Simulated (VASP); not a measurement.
Output of a VASP run:

OSZICAR:
```
...
RMM:   9    -0.151767532450E+03    0.37028E-05   -0.41146E-05   918   0.866E-03
   9 F= -.15176753E+03 E0= -.15176752E+03  d E =-.810409E-01  mag=     1.0000
       N       E                     dE             d eps       ncg     rms          rms(c)
DAV:   1    -0.151766789439E+03    0.74671E-03   -0.69139E+00  1456   0.414E+00    0.516E-01
RMM:   2    -0.151771278720E+03   -0.44893E-02   -0.54608E-02  1384   0.398E-01    0.152E-01
RMM:   3    -0.151771727920E+03   -0.44920E-03   -0.73662E-03  1385   0.149E-01    0.103E-01
RMM:   4    -0.151771750431E+03   -0.22511E-04   -0.10861E-03  1390   0.574E-02    0.101E-01
RMM:   5    -0.151771713114E+03    0.37317E-04   -0.36708E-04  1384   0.313E-02    0.301E-02
RMM:   6    -0.151771720064E+03   -0.69498E-05   -0.89116E-05  1110   0.139E-02
  10 F= -.15177172E+03 E0= -.15177171E+03  d E =-.852285E-01  mag=     1.0000
       N       E                     dE             d eps       ncg     rms          rms(c)
DAV:   1    -0.151770558463E+03    0.11547E-02   -0.22281E+01  1424   0.764E+00    0.743E-01
RMM:   2    -0.151783065963E+03   -0.12508E-01   -0.14929E-01  1386   0.693E-01    0.190E-01
RMM:   3    -0.151784623233E+03   -0.15573E-02   -0.19743E-02  1384   0.259E-01    0.153E-01
RMM:   4    -0.151784659438E+03   -0.36205E-04   -0.27792E-03  1384   0.967E-02    0.128E-01
RMM:   5    -0.151784585344E+03    0.74094E-04   -0.90077E-04  1384   0.510E-02    0.343E-02
RMM:   6    -0.151784604791E+03   -0.19448E-04   -0.15460E-04  1348   0.191E-02    0.226E-02
RMM:   7    -0.151784601781E+03    0.30103E-05   -0.36075E-05   953   0.878E-03
  11 F= -.15178460E+03 E0= -.15178459E+03  d E =-.128817E-01  mag=     1.0000
       N       E                     dE             d eps       ncg     rms          rms(c)
DAV:   1    -0.151784512559E+03    0.92232E-04   -0.23678E+00  1456   0.249E+00    0.235E-01
RMM:   2    -0.151785852567E+03   -0.13400E-02   -0.15801E-02  1386   0.225E-01    0.601E-02
RMM:   3    -0.151786018179E+03   -0.16561E-03   -0.20840E-03  1384   0.843E-02    0.526E-02
RMM:   4    -0.151786019331E+03   -0.11522E-05   -0.29229E-04  1384   0.313E-02    0.415E-02
RMM:   5    -0.151786013128E+03    0.62034E-05   -0.99731E-05  1357   0.168E-02
  12 F= -.15178601E+03 E0= -.15178600E+03  d E =-.142931E-01  mag=     1.0000
       N       E                     dE             d eps       ncg     rms          rms(c)
DAV:   1    -0.151786026411E+03   -0.70797E-05   -0.32399E-01  1456   0.921E-01    0.908E-02
RMM:   2    -0.151786207892E+03   -0.18148E-03   -0.22382E-03  1386   0.842E-02    0.242E-02
RMM:   3    -0.151786233399E+03   -0.25507E-04   -0.30886E-04  1384   0.322E-02    0.202E-02
RMM:   4    -0.151786234936E+03   -0.15371E-05   -0.45096E-05  1066   0.122E-02
  13 F= -.15178623E+03 E0= -.15178623E+03  d E =-.145149E-01  mag=     1.0000
       N       E                     dE             d eps       ncg     rms          rms(c)
DAV:   1    -0.151786556023E+03   -0.32262E-03   -0.31569E+00  1424   0.289E+00    0.380E-01
RMM:   2    -0.151789099147E+03   -0.25431E-02   -0.28982E-02  1384   0.291E-01    0.943E-02
RMM:   3    -0.151789426491E+03   -0.32734E-03   -0.37821E-03  1384   0.110E-01    0.828E-02
RMM:   4    -0.151789451898E+03   -0.25407E-04   -0.57212E-04  1391   0.424E-02    0.666E-02
RMM:   5    -0.151789446464E+03    0.54336E-05   -0.17388E-04  1384   0.220E-02    0.176E-02
RMM:   6    -0.151789450694E+03   -0.42300E-05   -0.34940E-05   927   0.885E-03
  14 F= -.15178945E+03 E0= -.15178944E+03  d E =-.321576E-02  mag=     1.0000
```

OUTCAR:
```
------------------------ aborting loop because EDIFF is reached ----------------------------------------
  FORCE on cell =-STRESS in cart. coord.  units (eV):
  Direction    XX          YY          ZZ          XY          YZ          ZX
  --------------------------------------------------------------------------------------
  Total       -3.9019266     -3.9442702     -3.9504583     -0.0751196      0.0713110     -0.0689344
  in kB       -2.6875287     -2.7166937     -2.7209559     -0.0517401      0.0491169     -0.0474799
  external PRESSURE =      -2.7083928 kB  Pullay stress =       0.0000000 kB
  volume of cell :     2326.14
      direct lattice vectors                 reciprocal lattice vectors
    13.249887362  0.000000000  0.000000000     0.075472340  0.000000000  0.000000000
     0.000000000 13.249887362  0.000000000     0.000000000  0.075472340  0.000000000
     0.000000000  0.000000000 13.249887362     0.000000000  0.000000000  0.075472340
  FREE ENERGIE OF THE ION-ELECTRON SYSTEM (eV)
  ---------------------------------------------------
  free  energy   TOTEN  =      -151.7894506945 eV

  energy  without entropy=     -151.7894307514  energy(sigma->0) =     -151.78944072

 total charge

# of ion       s       p       d       tot
------------------------------------------
    1        0.460   0.270   9.532  10.262
    2        0.458   0.284   9.531  10.272
    3        0.458   0.284   9.531  10.272
    4        0.458   0.279   9.532  10.269
    5        0.460   0.270   9.532  10.262
    6        0.458   0.284   9.531  10.273
    7        0.460   0.270   9.532  10.262
    8        0.460   0.270   9.532  10.262
    9        0.435   0.229   9.552  10.215
   10        0.435   0.228   9.552  10.215
   11        0.458   0.284   9.531  10.273
   12        0.435   0.229   9.552  10.215
   13        0.460   0.270   9.532  10.262
   14        0.460   0.270   9.532  10.262
   15        0.458   0.279   9.531  10.269
   16        0.458   0.284   9.531  10.273
   17        0.457   0.283   9.531  10.272
   18        0.457   0.284   9.531  10.272
   19        0.460   0.270   9.532  10.262
   20        0.458   0.284   9.531  10.272
   21        0.435   0.228   9.552  10.215
   22        0.458   0.284   9.531  10.272
   23        0.458   0.279   9.531  10.269
   24        0.458   0.284   9.531  10.272
   25        0.458   0.284   9.531  10.272
   26        0.460   0.270   9.532  10.261
   27        0.458   0.284   9.531  10.273
   28        0.460   0.270   9.532  10.262
   29        0.460   0.270   9.532  10.262
   30        0.460   0.270   9.532  10.262
   31        0.460   0.270   9.532  10.261
   32        0.458   0.279   9.531  10.269
   33        1.355   2.031   0.016   3.402
   34        1.355   2.031   0.016   3.402
   35        1.355   2.032   0.016   3.402
   36        1.352   2.042   0.016   3.410
   37        1.355   2.032   0.016   3.402
   38        1.355   2.031   0.016   3.402
   39        1.352   2.042   0.016   3.410
   40        1.355   2.032   0.016   3.402
   41        1.355   2.032   0.016   3.402
   42        1.355   2.032   0.016   3.402
   43        1.355   2.032   0.016   3.403
   44        1.352   2.041   0.016   3.410
   45        1.352   2.041   0.016   3.410
   46        1.352   2.042   0.016   3.410
   47        1.350   2.044   0.016   3.410
   48        1.355   2.032   0.016   3.402
...
```
(Selected blocks of OUTCAR.)

### POSCAR
```
Cd32OTe31
1
   13.2498873623     0.0000000000     0.0000000000
    0.0000000000    13.2498873623    -0.0000000000
   -0.0000000000    -0.0000000000    13.2498873623
Cd Te O
32 31 1
Direct
  0.5000000000   0.0000000000   0.0000000000
  0.7500000000   0.2500000000   0.0000000000
  0.7500000000   0.0000000000   0.2500000000
  0.0000000000   0.0000000000   0.0000000000
  0.2500000000   0.2500000000   0.0000000000
  0.5000000000   0.5000000000   0.0000000000
  0.7500000000   0.7500000000   0.0000000000
  0.2500000000   0.0000000000   0.2500000000
  0.5015620000   0.2537940000   0.2510550000
  0.7461780000   0.4967000000   0.2505270000
  0.5000000000   0.0000000000   0.5000000000
  0.7467190000   0.2483190000   0.4968030000
  0.7500000000   0.0000000000   0.7500000000
  0.0000000000   0.5000000000   0.0000000000
  0.2500000000   0.7500000000   0.0000000000
  0.0000000000   0.2500000000   0.2500000000
  0.2500000000   0.5000000000   0.2500000000
  0.5000000000   0.7500000000   0.2500000000
  0.0000000000   0.0000000000   0.5000000000
  0.2500000000   0.2500000000   0.5000000000
  0.4983860000   0.5003070000   0.4970230000
  0.7500000000   0.7500000000   0.5000000000
  0.2500000000   0.0000000000   0.7500000000
  0.5000000000   0.2500000000   0.7500000000
  0.7500000000   0.5000000000   0.7500000000
  0.0000000000   0.7500000000   0.2500000000
  0.0000000000   0.5000000000   0.5000000000
  0.2500000000   0.7500000000   0.5000000000
  0.0000000000   0.2500000000   0.7500000000
  0.2500000000   0.5000000000   0.7500000000
  0.5000000000   0.7500000000   0.7500000000
  0.0000000000   0.7500000000   0.7500000000
  0.6250000000   0.1250000000   0.1250000000
  0.8750000000   0.3750000000   0.1250000000
  0.8750000000   0.1250000000   0.3750000000
  0.1250000000   0.1250000000   0.1250000000
  0.3750000000   0.3750000000   0.1250000000
  0.6250000000   0.6250000000   0.1250000000
  0.8750000000   0.8750000000   0.1250000000
  0.3750000000   0.1250000000   0.3750000000
  0.8750000000   0.6250000000   0.3750000000
  0.6250000000   0.1250000000   0.6250000000
  0.8750000000   0.3750000000   0.6250000000
  0.8750000000   0.1250000000   0.8750000000
  0.1250000000   0.6250000000   0.1250000000
  0.3750000000   0.8750000000   0.1250000000
  0.1250000000   0.3750000000   0.3750000000
  0.3750000000   0.6250000000   0.3750000000
  0.6250000000   0.8750000000   0.3750000000
  0.1250000000   0.1250000000   0.6250000000
  0.3750000000   0.3750000000   0.6250000000
  0.6250000000   0.6250000000   0.6250000000
  0.8750000000   0.8750000000   0.6250000000
  0.3750000000   0.1250000000   0.8750000000
  0.6250000000   0.3750000000   0.8750000000
  0.8750000000   0.6250000000   0.8750000000
  0.1250000000   0.8750000000   0.3750000000
  0.1250000000   0.6250000000   0.6250000000
  0.3750000000   0.8750000000   0.6250000000
  0.1250000000   0.3750000000   0.8750000000
  0.3750000000   0.6250000000   0.8750000000
  0.6250000000   0.8750000000   0.8750000000
  0.1250000000   0.8750000000   0.8750000000
  0.6212830000   0.3722190000   0.3761210000
```

### Question
Write an INCAR and KPOINTS that could have produced this output.

### Answer
This is not unique; one that fits is the input of the run itself, PBE GGA, plane waves, VASP's PBE PAW potentials (set 64).

INCAR:
```
! general
SYSTEM  = Cd32OTe31
PREC    = Normal
ENCUT   = 400
LREAL   = Auto
LASPH   = .TRUE.
ISYM    = 0
NELECT  = 577.0

! electronic loop
EDIFF   = 1E-5
NELM    = 100
NELMIN  = 4
ALGO    = Fast
LMAXMIX = 4

! smearing
ISMEAR  = 0
SIGMA   = 0.05

! functional
GGA     = PE

! spin
ISPIN   = 2
MAGMOM  = 64*0.0156
NUPDOWN = 1

! ions
IBRION  = 2
NSW     = 60
ISIF    = 2
EDIFFG  = -0.03

! output
LWAVE   = .FALSE.
LCHARG  = .FALSE.
LORBIT  = 10
```

KPOINTS:
```
K-points
0
G
1 1 1
0 0 0
```

POTCAR, in this order: Cd Te O (PBE.64 set). Program: vasp_gam.

At this cut-off the stress carries a Pulay error, which pulls relaxed volumes low. The cell is charged, with a uniform compensating background. The supercell is sampled at Γ alone, which is coarse: total energies, pressure and levels can be off, energies of defects by several tenths of an eV.

The cell is a supercell with a defect, built from CdTe (zinc blende): O_Te, charge -1.
